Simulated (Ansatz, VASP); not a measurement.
# Al3GaN4 (Al3GaN4 (Pm)) in two plane-wave programs, part 4 of 4

One calculation is typed for both programs; each brings its own data sets. How far apart do they land? Of the first pair: The cell is taken from a series of runs on this material, whose earlier steps may have relaxed, scaled, displaced or heated it; both programs get it as it stands.

VASP 6.6.1 and Ansatz 0.2.0.

So far. Step 2 (VASP: single point, r2SCAN): The run ends at a pressure of -0.77 GPa, with forces up to 0.17 eV/Å. Step 6 (VASP: single point, PBEsol, start cell, pair 2): The run ends at a pressure of 0.92 GPa, with forces up to 1.7 eV/Å.

## Step 9: VASP: single point, PBEsol, start cell, pair 3

Level of this step: PBEsol, spin-polarised from a ferromagnetic start; plane waves and PAW (Al, Ga_d, N) (VASP).

The same cell, functional and mesh now go to VASP, with its own data sets.

Contents of INCAR:

```
SYSTEM = Al35Ga13N48
PREC = Accurate
ENCUT = 520
EDIFF = 1E-06
NELM = 200
ISMEAR = 0
SIGMA = 0.01
LREAL = Auto
ALGO = Normal
GGA = PS
NELECT = 515
NBANDS = 328
ISPIN = 2
MAGMOM = 0 0 0 0 0 0 0 0 0 0 0 0 0 0 0 0 0 0 0 0 0 0 0 0 0 0 0 0 0 0 0 0 0 0 0 0 0 0 0 0 0 0 0 0 0 0 0 0 0.01 0.01 0.01 0.01 0.01 0.01 0.01 0.01 0.01 0.01 0.01 0.01 0.01 0.01 0.01 0.01 0.01 0.01 0.01 0.01 0.01 0.01 0.01 0.01 0.01 0.01 0.01 0.01 0.01 0.01 0.01 0.01 0.01 0.01 0.01 0.01 0.01 0.01 0.01 0.01 0.01 0.01 0.01 0.01 0.01 0.01 0.01 0.01
LORBIT = 11
LWAVE = .FALSE.
LCHARG = .FALSE.
ISIF = 2
ISYM = 0
NUPDOWN = 1
LASPH = .TRUE.
GGA_COMPAT = .FALSE.
NCORE = 2
```

Contents of POSCAR:

```
Al35Ga13N48
1.0
   10.0869203595      0.0000000000      0.0002527838
    0.0000000000      9.3901567821      0.0000000000
   -0.0064481587      0.0000000000     10.8360190400
Al Ga N
35 13 48
Direct
    0.2514110355      0.1618902682      0.0853100612
    0.9999506363      0.1666476968      0.4219921537
[... 7 atom lines left out ...]
    0.2507813309      0.5031281276      0.5873478611
[... 5 atom lines left out ...]
    0.2506127815      0.8334203764      0.5882559476
[... 7 atom lines left out ...]
    0.5002524286      0.9962278585      0.6690913441
[... 1 atom line left out ...]
    0.5034297936      0.4963984210      0.4193808376
[... 1 atom line left out ...]
    0.7503041481      0.5050346986      0.5851572715
    0.4962163753      0.5027162069      0.9170151444
    0.4972308689      0.3357102627      0.6685900312
[... 1 atom line left out ...]
    0.4978152622      0.8289411115      0.4165381349
[... 1 atom line left out ...]
    0.7457655408      0.8307834662      0.5835180299
    0.4958394172      0.8351116155      0.9180469897
[... 1 atom line left out ...]
    0.2500070600      0.0002569712      0.8285006485
[... 1 atom line left out ...]
    0.2448593791      0.3322468487      0.8329596940
    0.2497588213      0.6646135038      0.3373581988
    0.2520176979      0.6655113589      0.8291432731
[... 1 atom line left out ...]
    0.7448941751      0.9988811688      0.8336054661
[... 1 atom line left out ...]
    0.7483468134      0.3384526024      0.8330607206
    0.7488062412      0.6616870351      0.3345016930
    0.4957730663      0.6664294479      0.6670797319
    0.7546118451      0.6667279520      0.8324212253
[... 7 atom lines left out ...]
    0.3074161230      0.0016401217      0.6611112682
[... 2 atom lines left out ...]
    0.3114680293      0.4960197266      0.4172052715
[... 2 atom lines left out ...]
    0.0599370579      0.5045220341      0.5814574361
    0.3122437602      0.4959147230      0.9171520494
    0.3155411235      0.3306427222      0.6616126467
[... 2 atom lines left out ...]
    0.3129197473      0.8281428288      0.4191227315
[... 1 atom line left out ...]
    0.0603159669      0.6673857685      0.8344016119
    0.0572681380      0.8330704355      0.5808087362
    0.3084997995      0.8363848637      0.9200934383
    0.3129091000      0.6617316563      0.6619210316
[... 4 atom lines left out ...]
    0.5542157205      0.9966331766      0.8298236530
    0.5625948772      0.1686839780      0.5795020073
[... 1 atom line left out ...]
    0.8125912073      0.0040608481      0.6603113711
    0.5589975115      0.3324942354      0.3364339506
[... 1 atom line left out ...]
    0.8110128062      0.4999091185      0.4157135543
[... 1 atom line left out ...]
    0.5570673172      0.3373646547      0.8358453551
    0.5584881735      0.4990846382      0.5798131952
    0.8170502037      0.5001214686      0.9181434091
    0.8159303199      0.3327529106      0.6653302951
    0.5561466518      0.6640497219      0.3371482093
    0.5645257653      0.8348647612      0.0804004952
    0.8173334352      0.8319559706      0.4204716118
[... 1 atom line left out ...]
    0.5597649763      0.6689541129      0.8316693121
    0.5632569340      0.8302929526      0.5802951799
    0.8093525168      0.8320229557      0.9234232029
    0.8124697077      0.6710739923      0.6606902954
```

Contents of KPOINTS:

```
Points of the shifted mesh
1
Reciprocal
 0.2500000000  0.2500000000  0.2500000000 1
```

The projector-augmented-wave data sets are Al, Ga_d and N (PBE family, release 64).

Started as:

```sh
> mpirun -np 8 vasp_std
```

Numbers of over 12 decimals in the logs are rounded to 6 here.

Log:

```text
[... set-up lines as in an earlier step ...]
 entering main loop
       N       E                     dE             d eps       ncg     rms          rms(c)
DAV:   1     0.751503311714E+04    0.75150E+04   -0.18596E+05  1312   0.202E+03
DAV:   2     0.147155265775E+04   -0.60435E+04   -0.56463E+04  1328   0.597E+02
DAV:   3    -0.554932707263E+03   -0.20265E+04   -0.18677E+04  1848   0.252E+02
DAV:   4    -0.798618670319E+03   -0.24369E+03   -0.24023E+03  1848   0.941E+01
DAV:   5    -0.810922783277E+03   -0.12304E+02   -0.12204E+02  1952   0.242E+01BRMIX: very serious problems
 the old and the new charge density differ
 old charge density:   514.00000 new  515.00000
    0.557E+01
DAV:   6    -0.705062842769E+03    0.10586E+03   -0.37121E+02  2440   0.610E+01    0.188E+01
DAV:   7    -0.706694842320E+03   -0.16320E+01   -0.42907E+01  1536   0.135E+01    0.133E+01
DAV:   8    -0.706082733249E+03    0.61211E+00   -0.57387E+00  2128   0.132E+01    0.276E+00
DAV:   9    -0.705879713408E+03    0.20302E+00   -0.11744E+00  2296   0.817E+00    0.114E+00
[...]
DAV:  17    -0.705898206882E+03   -0.30298E-05   -0.44041E-05  1472   0.288E-02    0.651E-03
DAV:  18    -0.705898207344E+03   -0.46234E-06   -0.12219E-05  1152   0.209E-02    0.368E-03
DAV:  19    -0.705898207713E+03   -0.36905E-06   -0.66160E-06  1184   0.112E-02
   1 F= -.70589821E+03 E0= -.70589821E+03  d E =-.511498E-23  mag=     1.0000
```

From OUTCAR (step 9):

```text
  FREE ENERGIE OF THE ION-ELECTRON SYSTEM (eV)
  ---------------------------------------------------
  free  energy   TOTEN  =      -705.8982077132 eV

  energy  without entropy=     -705.8982077132  energy(sigma->0) =     -705.89820771

 magnetization (x)
# of ion       s       p       d       tot
------------------------------------------
    1        0.001   0.000   0.000   0.001
    2        0.001   0.000   0.000   0.001
    3        0.001   0.000   0.000   0.001
    4        0.002   0.000   0.000   0.002
    5        0.002   0.000   0.000   0.002
    6        0.001   0.000   0.000   0.001
    7        0.001  -0.000   0.000   0.001
    8        0.001   0.000   0.000   0.001
    9        0.001   0.000   0.000   0.001
   10        0.002   0.000   0.000   0.002
   11        0.001   0.000   0.000   0.001
   12        0.001   0.000   0.000   0.001
   13        0.001   0.000   0.000   0.002
[...]
--------------------------------------------------
tot          0.395   0.160  -0.001   0.554
```

The run ends at a pressure of 3.70 GPa, with forces up to 2.2 eV/Å.

## Step 10: Comparison

What differs besides the data sets and the points named for the pairs above, as far as they apply: VASP starts from the moments at which Ansatz ended. Total energies have different zeros and are not compared.

Forces on 8 of the 96 atoms, those with the largest forces and the largest differences (eV/Å; atoms numbered as in POSCAR):

```
atom          Ansatz x, y, z            VASP x, y, z
Al10  -0.389, -1.506, -1.599  -0.391, -1.520, -1.608
Al13    -1.318, 1.173, 0.024    -1.323, 1.185, 0.024
Al24   -0.076, 0.597, -1.777   -0.080, 0.603, -1.789
Ga46    0.096, 1.121, -0.869    0.100, 1.106, -0.855
 N72    -1.394, 1.280, 0.254    -1.368, 1.294, 0.273
 N78    0.030, -0.458, 1.553    0.034, -0.459, 1.567
 N80   -0.714, -1.445, 0.811   -0.722, -1.462, 0.816
 N95    0.815, 0.307, -1.374    0.818, 0.300, -1.395
```

The forces differ by 7.6 meV/Å r.m.s., which is 1.2 % of the r.m.s. force of 0.662 eV/Å (both taken over all components). Moments aren't recorded for both runs of this pair, so they may hold unlike magnetic states. The cell carries a charge of -1 e against a uniform background, so its pressure also hangs on how the neutralising background is counted, and in a defect's cell a gap may be the spacing between its levels.

## Step 11: Results

| Property | Result |
| --- | --- |
| r.m.s. force difference (single point, r2SCAN) | 29 meV/Å |
| r.m.s. force difference (single point, PBEsol, start cell, pair 2) | 1.1 % of the r.m.s. force |
| r.m.s. force difference (single point, PBEsol, start cell, pair 3) | 1.2 % of the r.m.s. force |

**Reading.** The r.m.s. force difference is 29 meV/Å (single point, r2SCAN), beyond the 12 meV/Å picked in this series as the mark of a large difference. What causes the difference of the single point, r2SCAN pair stays open here. 5 further runs of this series are not shown here. Such differences can come from data sets, numerical settings and the points named under the comparisons, not from the functional's error against experiment.

[Lines on the potential files, build, host, timing and source positions are cut from VASP's logs without a mark.]

[Logs are printed without paths, hosts, clocks, repeated set-up lines and the standing remarks that a program may print on its own settings, such as how far it seeks lower states.]

[Hosts, paths, dates, database ids (printed as entryN), source tags and the programs' standing remarks are cut or masked in the printed files.]
